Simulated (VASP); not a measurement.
Output of a VASP run:

**OSZICAR**
```
       N       E                     dE             d eps       ncg     rms          rms(c)
DAV:   1     0.504669045514E+02    0.50467E+02   -0.96272E+03   812   0.141E+03
DAV:   2    -0.106457209739E+03   -0.15692E+03   -0.15418E+03   854   0.343E+02
DAV:   3    -0.117795072929E+03   -0.11338E+02   -0.11294E+02  1088   0.978E+01
DAV:   4    -0.118076384663E+03   -0.28131E+00   -0.28119E+00   964   0.192E+01
DAV:   5    -0.118085795651E+03   -0.94110E-02   -0.94108E-02  1118   0.301E+00    0.339E+00
DAV:   6    -0.113838160759E+03    0.42476E+01   -0.27038E+00  1004   0.343E+01    0.251E+00
DAV:   7    -0.113625598377E+03    0.21256E+00   -0.87573E-01   812   0.133E+01    0.119E+00
DAV:   8    -0.113794032911E+03   -0.16843E+00   -0.68683E-01   812   0.712E+00    0.758E-01
DAV:   9    -0.113723746416E+03    0.70286E-01   -0.90035E-02   812   0.358E+00    0.418E-01
DAV:  10    -0.113747416728E+03   -0.23670E-01   -0.44051E-01   812   0.548E+00    0.585E-01
DAV:  11    -0.113739107223E+03    0.83095E-02   -0.55986E-02   812   0.242E+00    0.207E-01
DAV:  12    -0.113751044020E+03   -0.11937E-01   -0.27372E-02   824   0.172E+00    0.700E-02
DAV:  13    -0.113751511004E+03   -0.46698E-03   -0.37258E-03   920   0.561E-01    0.991E-02
DAV:  14    -0.113751283134E+03    0.22787E-03   -0.54944E-04   860   0.349E-01    0.987E-02
DAV:  15    -0.113751849150E+03   -0.56602E-03   -0.15059E-03   818   0.391E-01    0.610E-02
DAV:  16    -0.113751820296E+03    0.28854E-04   -0.95590E-05   968   0.128E-01    0.616E-02
DAV:  17    -0.113751833020E+03   -0.12725E-04   -0.83088E-05   830   0.101E-01    0.423E-02
DAV:  18    -0.113751838752E+03   -0.57318E-05   -0.28443E-05   878   0.411E-02    0.196E-02
DAV:  19    -0.113751849361E+03   -0.10609E-04   -0.74902E-06   854   0.254E-02    0.958E-03
DAV:  20    -0.113751852933E+03   -0.35717E-05   -0.51584E-07   914   0.849E-03    0.644E-03
DAV:  21    -0.113751855756E+03   -0.28237E-05   -0.17676E-07   618   0.511E-03    0.430E-03
DAV:  22    -0.113751861628E+03   -0.58719E-05   -0.30521E-06   812   0.238E-02    0.305E-03
DAV:  23    -0.113751858994E+03    0.26346E-05   -0.39533E-07   800   0.796E-03    0.160E-03
DAV:  24    -0.113751859106E+03   -0.11251E-06   -0.35720E-08   448   0.201E-03    0.104E-03
DAV:  25    -0.113751859068E+03    0.37910E-07   -0.31386E-08   424   0.246E-03
   1 F= -.11375186E+03 E0= -.11375186E+03  d E =0.000000E+00
       N       E                     dE             ncg
       N       E                     dE             ncg
       N       E                     dE             ncg
```

File OUTCAR:
```
------------------------ aborting loop because EDIFF is reached ----------------------------------------
  FORCE on cell =-STRESS in cart. coord.  units (eV):
  Direction    XX          YY          ZZ          XY          YZ          ZX
  --------------------------------------------------------------------------------------
  Total        0.0066559      0.0066559      0.0066559      0.0000000     -0.0000000      0.0000000
  in kB        0.1557860      0.1557860      0.1557860      0.0000000     -0.0000000      0.0000000
  external PRESSURE =       0.1557860 kB  Pullay stress =       0.0000000 kB
  volume of cell :       68.45
      direct lattice vectors                 reciprocal lattice vectors
     0.000000000  3.246781530  3.246781530    -0.153998659  0.153998659  0.153998659
     3.246781530  0.000000000  3.246781530     0.153998659 -0.153998659  0.153998659
     3.246781530  3.246781530  0.000000000     0.153998659  0.153998659 -0.153998659
  FREE ENERGIE OF THE ION-ELECTRON SYSTEM (eV)
  ---------------------------------------------------
  free  energy   TOTEN  =      -113.7518590684 eV

  energy  without entropy=     -113.7518590684  energy(sigma->0) =     -113.75185907

 total charge

# of ion       s       p       d       tot
------------------------------------------
    1        1.354   1.994   0.017   3.365
    2        1.496   0.575   9.822  11.892
--------------------------------------------------
tot          2.849   2.568   9.839  15.257
```
(Selected blocks of OUTCAR.)

POSCAR:
```
PbTe
1
    0.0000000000     3.2467815295     3.2467815295
    3.2467815295    -0.0000000000     3.2467815295
    3.2467815295     3.2467815295     0.0000000000
Te Pb
1 1
Direct
  0.5000000000   0.5000000000   0.5000000000
  0.0000000000   0.0000000000   1.0000000000
```

Problem. Write an INCAR and KPOINTS that could have produced this output.

Solution. This is not unique; one that fits is the input of the run itself, SCAN meta-GGA, plane waves, VASP's PBE PAW potentials (set 64).

File KPOINTS_OPT:
```
k-points along high-symmetry lines
10
Line-mode
Reciprocal
  0.000000   0.000000   0.000000 ! GAMMA
  0.500000   0.000000   0.500000 ! X

  0.500000   0.000000   0.500000 ! X
  0.625000   0.250000   0.625000 ! U

  0.375000   0.375000   0.750000 ! K
  0.000000   0.000000   0.000000 ! GAMMA

  0.000000   0.000000   0.000000 ! GAMMA
  0.500000   0.500000   0.500000 ! L

  0.500000   0.500000   0.500000 ! L
  0.500000   0.250000   0.750000 ! W

  0.500000   0.250000   0.750000 ! W
  0.500000   0.000000   0.500000 ! X
```

**INCAR**
```
LMAXMIX = 4   # l cut-off of mixed one-centre charges
METAGGA = SCAN
ISMEAR = -5   # tetrahedra, Bloechl
LORBIT = 11   # lm-projected
EDIFF = 1E-7   # SCF stop (eV)
NEDOS = 601   # DOS grid
LASPH = .TRUE.   # aspherical one-centre terms
LWAVE = .FALSE.
LMIXTAU = .TRUE.
ALGO = Normal   # blocked Davidson
SYSTEM = PbTe
LREAL = .FALSE.   # projection in real space or not
LCHARG = .FALSE.
ENCUT = 520   # plane-wave cut-off (eV)
PREC = Accurate
ISIF = 2   # forces and stress, cell fixed
NELM = 100
```

File KPOINTS:
```
Automatic
0
G
8 8 8
0 0 0
```

POTCAR, in this order: Te Pb_d (PBE.64 set). Program: vasp_std.

The compound is PbTe in the rock salt structure. It was relaxed first.
